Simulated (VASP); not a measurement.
# F2SiClBr in VASP: settings compared

One molecule, F2SiClBr, is run at these levels: r2SCAN+D3(BJ), HSE06+TS, PBE0, revPBE; tasks: relaxation of the atoms, single point.

All numbers are computed with VASP 6.6.1; they aren't measurements. Logs are shortened: lines on timing, memory, paths and dates and some standing lists are left out, and cuts for length are marked.

### 1 The molecule as given

The cell holds a molecule in a box, 5 atoms: a = 12.000 Å, b = 12.000 Å, c = 12.000 Å, α = 90.00°, β = 90.00°, γ = 90.00°.

### 2 Relaxation of the atoms, r2SCAN+D3(BJ)

The input, INCAR:

```
SYSTEM = SiBrClF2
PREC = Accurate
ENCUT = 520
EDIFF = 1E-7
ISMEAR = 0
SIGMA = 0.01
LREAL = .FALSE.
LASPH = .TRUE.
NELM = 100
ALGO = Normal
ISIF = 2
LWAVE = .FALSE.
LCHARG = .FALSE.
METAGGA = R2SCAN
LMIXTAU = .TRUE.
IVDW = 12
VDW_S6 = 1.0
VDW_S8 = 0.78981345
VDW_A1 = 0.49484001
VDW_A2 = 5.73083694
IBRION = 2
NSW = 60
EDIFFG = -0.01
```

The input, KPOINTS:

```
Automatic mesh
0
G
  1 1 1
  0 0 0
```

The input, POSCAR:

```
SiBrClF2
1.0
   12.0000000000      0.0000000000      0.0000000000
    0.0000000000     12.0000000000      0.0000000000
    0.0000000000      0.0000000000     12.0000000000
F Si Cl Br
2 1 1 1
Cartesian
    7.2769500000      4.5487500000      6.1121000400
    5.2916499600      5.4233499600      7.4261000400
    5.9966499600      5.4559500000      6.0216999600
    4.7490500400      4.6969500000      4.6419000000
    6.5878500000      7.4932500000      5.5587999600
```

Potentials or basis: VASP PAW PBE potentials, release 64 (F, Si, Cl, Br).

Launch:

```console
> cat potpaw_PBE.64/F/POTCAR potpaw_PBE.64/Si/POTCAR potpaw_PBE.64/Cl/POTCAR potpaw_PBE.64/Br/POTCAR > POTCAR
> mpirun -np 1 vasp_gam > vasp.out
```

OUTCAR:

```text
SYSTEM = SiBrClF2
   PREC = Accurate
   ENCUT = 520
   EDIFF = 1E-7
   ISMEAR = 0
   LREAL = .FALSE.
   LASPH = .TRUE.
   NELM = 100
   ISIF = 2
   METAGGA = R2SCAN
   IVDW = 12
   IBRION = 2
   NSW = 60
   EDIFFG = -0.01
 IVDW          = 12

 ion  position               nearest neighbor table
   1  0.606  0.379  0.509-   3 1.57
   2  0.441  0.452  0.619-   3 1.57
   3  0.500  0.455  0.502-   1 1.57   2 1.57   4 2.01   5 2.17
   4  0.396  0.391  0.387-   3 2.01
   5  0.549  0.624  0.463-   3 2.17

  LATTYP: Found a simple cubic cell.
 ALAT       =    12.0000000000

  Lattice vectors:

 A1 = (  12.0000000000,   0.0000000000,   0.0000000000)
 A2 = (   0.0000000000,  12.0000000000,   0.0000000000)
 A3 = (   0.0000000000,   0.0000000000,  12.0000000000)

Analysis of symmetry for initial positions (statically):
=====================================================================
 Subroutine PRICEL returns:
 Original cell was already a primitive cell.

 Routine SETGRP: Setting up the symmetry group for a
 simple cubic supercell.

 Subroutine GETGRP returns: Found  1 space group operations
 (whereof  1 operations were pure point group operations)
 out of a pool of 48 trial point group operations.

The static configuration has the point symmetry C_1 .

Analysis of symmetry for dynamics (positions and initial velocities):
=====================================================================
 Subroutine PRICEL returns:
 Original cell was already a primitive cell.

 Routine SETGRP: Setting up the symmetry group for a
 simple cubic supercell.

 Subroutine GETGRP returns: Found  1 space group operations
 (whereof  1 operations were pure point group operations)
 out of a pool of 48 trial point group operations.

The dynamic configuration has the point symmetry C_1 .

 Subroutine INISYM returns: Found  1 space group operations
 (whereof  1 operations are pure point group operations),
 and found     1 'primitive' translations

----------------------------------------------------------------------------------------

                                     Primitive cell

  volume of cell :    1728.0000

  direct lattice vectors                    reciprocal lattice vectors
    12.000000000  0.000000000  0.000000000     0.083333333  0.000000000  0.000000000
     0.000000000 12.000000000  0.000000000     0.000000000  0.083333333  0.000000000
     0.000000000  0.000000000 12.000000000     0.000000000  0.000000000  0.083333333

  length of vectors
    12.000000000 12.000000000 12.000000000     0.083333333  0.083333333  0.083333333

  position of ions in fractional coordinates (direct lattice)
     0.606412500  0.379062500  0.509341670
     0.440970830  0.451945830  0.618841670
     0.499720830  0.454662500  0.501808330
     0.395754170  0.391412500  0.386825000
     0.548987500  0.624437500  0.463233330

  ion indices of the primitive-cell ions
   primitive index   ion index
                 1           1
                 2           2
                 3           3
                 4           4
                 5           5

----------------------------------------------------------------------------------------

 KPOINTS: Automatic mesh

Automatic generation of k-mesh.
 Grid dimensions read from file:
 generate k-points for:    1    1    1

 Generating k-lattice:

  Cartesian coordinates                     Fractional coordinates (reciprocal lattice)
     0.083333333  0.000000000  0.000000000     1.000000000  0.000000000  0.000000000
     0.000000000  0.083333333  0.000000000     0.000000000  1.000000000  0.000000000
     0.000000000  0.000000000  0.083333333     0.000000000  0.000000000  1.000000000

  Length of vectors
     0.083333333  0.083333333  0.083333333

  Shift w.r.t. Gamma in fractional coordinates (k-lattice)
     0.000000000  0.000000000  0.000000000

 Subroutine IBZKPT returns following result:
 ===========================================

 Found      1 irreducible k-points:

 Following reciprocal coordinates:
            Coordinates               Weight
  0.000000  0.000000  0.000000      1.000000
   k-points           NKPTS =      1   k-points in BZ     NKDIM =      1   number of bands    NBANDS=     20
   number of dos      NEDOS =    301   number of ions     NIONS =      5
   total plane-waves  NPLWV = 729000
   dimension x,y,z NGX =    90 NGY =   90 NGZ =   90
   dimension x,y,z NGXF=   180 NGYF=  180 NGZF=  180
   ions per type =               2   1   1   1
   NGX,Y,Z   is equivalent  to a cutoff of  12.47, 12.47, 12.47 a.u.
   NGXF,Y,Z  is equivalent  to a cutoff of  24.94, 24.94, 24.94 a.u.
 SYSTEM =  SiBrClF2
   PREC   = accura    normal or accurate (medium, high low for compatibility)
   ISTART =      0    job   : 0-new  1-cont  2-samecut
   ICHARG =      2    charge: 1-file 2-atom 10-const
   ISPIN  =      1    spin polarized calculation?
   LNONCOLLINEAR =      F non collinear calculations
   LSORBIT =      F    spin-orbit coupling
   LASPH  =      T    aspherical Exc in radial PAW
   ENCUT  =  520.0 eV  38.22 Ry    6.18 a.u.  22.31 22.31 22.31*2*pi/ulx,y,z
   NELM   =    100;   NELMIN=  2; NELMDL= -5     # of ELM steps
   EDIFF  = 0.1E-06   stopping-criterion for ELM
   LREAL  =      F    real-space projection
   EDIFFG = -.1E-01   stopping-criterion for IOM
   NSW    =     60    number of steps for IOM
   IBRION =      2    ionic relax: 0-MD 1-quasi-New 2-CG
   NFREE  =      1    steps in history (QN), initial steepest desc. (CG)
   ISIF   =      2    stress and relaxation
   ISYM   =      2    0-nonsym 1-usesym 2-fastsym
   POTIM  = 0.5000    time-step for ionic-motion
   TEBEG  =    0.0;   TEEND  =   0.0 temperature during run
   PSTRESS=    0.0 pullay stress
   NELECT =      32.0000    total number of electrons
   NUPDOWN=      -1.0000    fix difference up-down
   EMIN   =  10.00;   EMAX   =-10.00  energy-range for DOS
   EFERMI =   0.00;   METHOD = LEGACY
   ISMEAR =     0;   SIGMA  =   0.01  broadening in eV -4-tet -1-fermi 0-gaus
   EFERMI_NEDOS =   21; number of points for ismear=-14 and -15
   IALGO  =     38    algorithm
   IMIX   =      4    mixing-type and parameters
     AMIX     =   0.40;   BMIX     =  1.00
     AMIX_MAG =   1.60;   BMIX_MAG =  1.00
  volume/ion in A,a.u.               =     345.60      2332.22
  Fermi-wavevector in a.u.,A,eV,Ry     =   0.433122  0.818482  2.552380  0.187595
  Thomas-Fermi vector in A             =   1.403327
   LORBIT       =      0    0 simple, 1 ext, 2 COOP (PROOUT), +10 PAW based schemes
   METAGGA = R2SCAN    functional components
   LHFCALC =     F    Hartree Fock is set to
   AEXX    =    0.0000 exact exchange contribution
   IVDW    =    12    specifies the selected vdW correction
   LEPSILON=     F    determine dielectric tensor
   LRPA    =     F    only Hartree local field effects (RPA)
 conjugate gradient relaxation of ions
 non-spin polarized calculation
 Gauss-broadening in eV      SIGMA  =   0.01
  energy-cutoff  :      520.00
  volume of cell :     1728.00
 maximum number of plane-waves:     23293
 NGX is ok and might be reduce to    90
   NGX = 45   NGY = 45   NGZ = 45

--------------------------------------- Ionic step        1  -------------------------------------------

 number of electron      32.0000019 magnetization

 Free energy of the ion-electron system (eV)
  ---------------------------------------------------
  ext. energy  EPLUGINS =         0.00000000
  ---------------------------------------------------
  free energy    TOTEN  =       -45.27648557 eV

  energy without entropy =      -45.27648557  energy(sigma->0) =      -45.27648557

------------------------ aborting loop because EDIFF is reached ----------------------------------------

 Edisp (eV)   -0.03928

 E8    (eV) :    -0.0116

  FORCE on cell =-STRESS in cart. coord.  units (eV):
  Direction    XX          YY          ZZ          XY          YZ          ZX
  --------------------------------------------------------------------------------------
  -------------------------------------------------------------------------------------
  Total       0.09985    -0.11763     0.06585    -0.20534    -0.03005    -0.16464
  in kB       0.09258    -0.10906     0.06106    -0.19039    -0.02786    -0.15265
  external pressure =        0.01 kB  Pullay stress =        0.00 kB

 VOLUME and BASIS-vectors are now :
 -----------------------------------------------------------------------------
  energy-cutoff  :      520.00
  volume of cell :     1728.00
      direct lattice vectors                 reciprocal lattice vectors
    12.000000000  0.000000000  0.000000000     0.083333333  0.000000000  0.000000000
     0.000000000 12.000000000  0.000000000     0.000000000  0.083333333  0.000000000
     0.000000000  0.000000000 12.000000000     0.000000000  0.000000000  0.083333333
[... 130 lines left out ...]
 POSITION                                       TOTAL-FORCE (eV/Angst)
 -----------------------------------------------------------------------------------
      7.27938      4.54688      6.11248        -0.007509     -0.000400      0.002509
      5.29037      5.42313      7.42884        -0.000519     -0.003149     -0.005743
      5.99492      5.45844      6.01748         0.000491      0.010658     -0.008237
      4.74974      4.69725      4.64274         0.004239     -0.001101      0.007079
      6.58775      7.49254      5.55906         0.003297     -0.006008      0.004392
 -----------------------------------------------------------------------------------
    total drift:                               -0.006338     -0.006939      0.002105

  FREE ENERGIE OF THE ION-ELECTRON SYSTEM (eV)
  ---------------------------------------------------
  free  energy   TOTEN  =       -45.3174458213 eV

  energy  without entropy=      -45.3174458213  energy(sigma->0) =      -45.31744582

--------------------------------------- Ionic step        5  -------------------------------------------

 number of electron      32.0000019 magnetization

 Free energy of the ion-electron system (eV)
  ---------------------------------------------------
  ext. energy  EPLUGINS =         0.00000000
  ---------------------------------------------------
  free energy    TOTEN  =       -45.27817275 eV

  energy without entropy =      -45.27817275  energy(sigma->0) =      -45.27817275

 E-fermi :  -7.8588     XC(G=0):  -0.7166

 val. band max:       -7.9302337262   @ k =   0.0000   0.0000   0.0000
 cond. band min:      -0.7518112727   @ k =   0.0000   0.0000   0.0000
 fundamental gap:      7.1784224535
 Fermi energy:        -7.8587650451

 k-point     1 :       0.0000    0.0000    0.0000
  band No.  band energies     occupation
      1     -32.2701      2.00000
      2     -31.7688      2.00000
      3     -22.3493      2.00000
      4     -21.3137      2.00000
      5     -14.6002      2.00000
      6     -12.8759      2.00000
[... 12 lines left out ...]
     19       0.5752      0.00000
     20       0.8750      0.00000
[... 24 lines left out ...]
 POSITION                                       TOTAL-FORCE (eV/Angst)
 -----------------------------------------------------------------------------------
      7.27899      4.54692      6.11257         0.000195     -0.003624      0.001884
      5.29039      5.42301      7.42851        -0.002707     -0.001160     -0.001669
      5.99499      5.45880      6.01727        -0.004177      0.003454     -0.004427
      4.74989      4.69720      4.64301         0.000941     -0.001770      0.002169
      6.58789      7.49232      5.55924         0.005749      0.003101      0.002042
 -----------------------------------------------------------------------------------
    total drift:                               -0.006323     -0.007154      0.002283

  FREE ENERGIE OF THE ION-ELECTRON SYSTEM (eV)
  ---------------------------------------------------
  free  energy   TOTEN  =       -45.3174551629 eV

  energy  without entropy=      -45.3174551629  energy(sigma->0) =      -45.31745516

 reached required accuracy - stopping structural energy minimisation
```

Run time: 16 min. Hardware: 1 thread of Intel Xeon 6975P-C (Granite Rapids), shared host; peak memory 1.8 GiB.

What came out:

```yaml
Free_energy: -45.3175 eV
Energy_gained_by_relaxing: 0.3 meV/atom
Ionic_steps: 5
Largest_force_after_relaxing: 0.007 eV/Å
Gap_between_the_frontier_levels: 7.18 eV
Dispersion_energy_per_atom: -0.008 eV
```

Forces in eV/Å, atoms in the order of the input:
```
F    0.000 -0.004  0.002
F   -0.003 -0.001 -0.002
Si  -0.004  0.003 -0.004
Cl   0.001 -0.002  0.002
Br   0.006  0.003  0.002
```

Step by step:
| step | energy change (eV) | largest force (eV/Å) | pressure (GPa) |
| --- | --- | --- | --- |
| 1 | 0.0000 | 0.3592 | 0.00 |
| 2 | 0.0068 | 0.7756 | -0.04 |
| 3 | -0.0017 | 0.0114 | -0.01 |
| 4 | -0.0017 | 0.0135 | -0.01 |
| 5 | -0.0017 | 0.0070 | -0.01 |

Final structure:
```xyz
5
Lattice="12.0000 0.0000 0.0000 0.0000 12.0000 0.0000 0.0000 0.0000 12.0000" Properties=species:S:1:pos:R:3 pbc="T T T"
F     7.2790    4.5469    6.1126
F     5.2904    5.4230    7.4285
Si    5.9950    5.4588    6.0173
Cl    4.7499    4.6972    4.6430
Br    6.5879    7.4923    5.5592
```

Levels at points of the mesh, in eV from the valence-band top:
```
           k point  band 14  band 15  band 16  band 17  band 18  band 19
(0.00, 0.00, 0.00)    -0.94    -0.11     0.00     7.18     8.23     8.51
```

Caveat: the PAW data sets were made with another functional, which shifts forces and pressure a little. r2SCAN opens gaps a little over a GGA but as a rule still falls short of measured ones.

### 3 Single point, HSE06+TS

POSCAR is that of step 2.

The input, INCAR.step1:

```
SYSTEM = SiBrClF2
PREC     = Accurate       ! precision mode
ENCUT    = 520            ! plane-wave cutoff, eV
EDIFF    = 1E-5           ! SCF threshold, eV
ISMEAR   = 0              ! smearing method
SIGMA    = 0.01           ! smearing width, eV
LREAL    = .False.        ! projectors in reciprocal space
LASPH    = .True.         ! aspherical terms in the spheres
NELM     = 60             ! most SCF steps
ALGO     = Normal         ! electronic algorithm
ISIF     = 2              ! what is computed and relaxed
LWAVE    = .True.         ! write WAVECAR
LCHARG   = .False.        ! write CHGCAR
NBANDS   = 24             ! bands
GGA      = PE             ! functional
```

The input, INCAR.step2:

```
SYSTEM = SiBrClF2
PREC     = Accurate       ! precision mode
ENCUT    = 520            ! plane-wave cutoff, eV
EDIFF    = 1E-7           ! SCF threshold, eV
ISMEAR   = 0              ! smearing method
SIGMA    = 0.01           ! smearing width, eV
LREAL    = .False.        ! projectors in reciprocal space
LASPH    = .True.         ! aspherical terms in the spheres
NELM     = 60             ! most SCF steps
ALGO     = Normal         ! electronic algorithm
ISIF     = 2              ! what is computed and relaxed
LWAVE    = .False.        ! write WAVECAR
LCHARG   = .False.        ! write CHGCAR
GGA      = PE             ! functional
LHFCALC  = .True.         ! exact exchange
HFSCREEN = 0.2            ! screening, 1/A
PRECFOCK = Fast         
IVDW     = 2              ! dispersion correction
NBANDS   = 24             ! bands
ISTART   = 1
```

The input, KPOINTS:

```
regular mesh
0
Gamma
  1 1 1
  0 0 0
```

Potentials or basis: VASP PAW PBE potentials, release 64 (F, Si, Cl, Br).

Launch:

```console
> cat potpaw_PBE.64/F/POTCAR potpaw_PBE.64/Si/POTCAR potpaw_PBE.64/Cl/POTCAR potpaw_PBE.64/Br/POTCAR > POTCAR
> cp INCAR.step1 INCAR
> mpirun -np 1 vasp_gam > vasp.out
> cp INCAR.step2 INCAR
> mpirun -np 1 vasp_gam > vasp.out
```

Wall time 6.6 min (1 thread of Intel Xeon 6975P-C (Granite Rapids), shared host); peak memory 1.4 GiB.

The run converged. Its results:

```yaml
Free_energy: -28.7054 eV
Largest_force: 0.298 eV/Å
Gap_between_the_frontier_levels: 7.77 eV
Hirshfeld_charges: F -0.18; Si +0.48; Cl -0.07; Br -0.04 e
Dispersion_energy_per_atom: -0.003 eV
```

Forces in eV/Å, atoms in the order of the input:
```
F    0.112 -0.091  0.014
F   -0.059 -0.005  0.134
Si  -0.100  0.142 -0.243
Cl   0.063  0.029  0.073
Br  -0.016 -0.074  0.023
```

Levels at points of the mesh, in eV from the valence-band top:
```
           k point  band 13  band 14  band 15  band 16  band 17  band 18  band 19  band 20
(0.00, 0.00, 0.00)    -1.17    -1.06    -0.12     0.00     7.77     8.71     9.18     9.27
```

Caveat: the PAW data sets were made with another functional, which shifts forces and pressure a little.

### 4 Single point, PBE0

The input, POSCAR:

```
SiBrClF2
1.0
   12.0000000000      0.0000000000      0.0000000000
    0.0000000000     12.0000000000      0.0000000000
    0.0000000000      0.0000000000     12.0000000000
F Si Cl Br
2 1 1 1
Direct
    0.6064125000      0.3790625000      0.5093416700
    0.4409708300      0.4519458300      0.6188416700
    0.4997208300      0.4546625000      0.5018083300
    0.3957541700      0.3914125000      0.3868250000
    0.5489875000      0.6244375000      0.4632333300
```

The input, INCAR.step1:

```
SYSTEM = SiBrClF2
PREC = Accurate ; ENCUT = 400
EDIFF = 1E-5 ; ISMEAR = 0
SIGMA = 0.01 ; LREAL = .False.
LASPH = .True. ; NELM = 100
ALGO = Normal ; ISIF = 2
LWAVE = .True. ; NBANDS = 24
GGA = PE
```

The input, INCAR.step2:

```
SYSTEM = SiBrClF2
PREC = Accurate ; ENCUT = 400
EDIFF = 1E-6 ; ISMEAR = 0
SIGMA = 0.01 ; LREAL = .False.
LASPH = .True. ; NELM = 100
ALGO = Normal ; ISIF = 2
LWAVE = .False. ; LCHARG = .True.
GGA = PE ; LHFCALC = .True.
AEXX = 0.25 ; PRECFOCK = Fast
LELF = .True. ; LVHAR = .True.
LVACPOTAV = .True. ; NBANDS = 24
ISTART = 1
```

KPOINTS is that of step 3.

Potentials or basis: VASP PAW PBE potentials, release 64 (F_s, Si, Cl, Br).

Launch:

```console
> cat potpaw_PBE.64/F_s/POTCAR potpaw_PBE.64/Si/POTCAR potpaw_PBE.64/Cl/POTCAR potpaw_PBE.64/Br/POTCAR > POTCAR
> cp INCAR.step1 INCAR
> mpirun -np 1 vasp_gam > vasp.out
> cp INCAR.step2 INCAR
> mpirun -np 1 vasp_gam > vasp.out
```

It took 2.1 min on 1 thread of Intel Xeon 6975P-C (Granite Rapids), shared host; peak memory 0.99 GiB.

It converged, with:

* Free energy: -30.3385 eV
* Largest force: 0.721 eV/Å
* Gap between the frontier levels: 8.48 eV

Forces in eV/Å, atoms in the order of the input:
```
F    0.354 -0.290  0.023
F   -0.184 -0.022  0.443
Si  -0.231  0.357 -0.583
Cl   0.086  0.050  0.092
Br  -0.025 -0.095  0.024
```

Levels at points of the mesh, in eV from the valence-band top:
```tsv
k point	band 12	band 13	band 14	band 15	band 16	band 17	band 18	band 19	band 20	band 21
(0.00, 0.00, 0.00)	-2.01	-1.18	-1.06	-0.12	0.00	8.48	9.33	9.89	9.90	9.93
```

Caveat: the PAW data sets were made with another functional, which shifts forces and pressure a little.

[end of part 1 of 2]
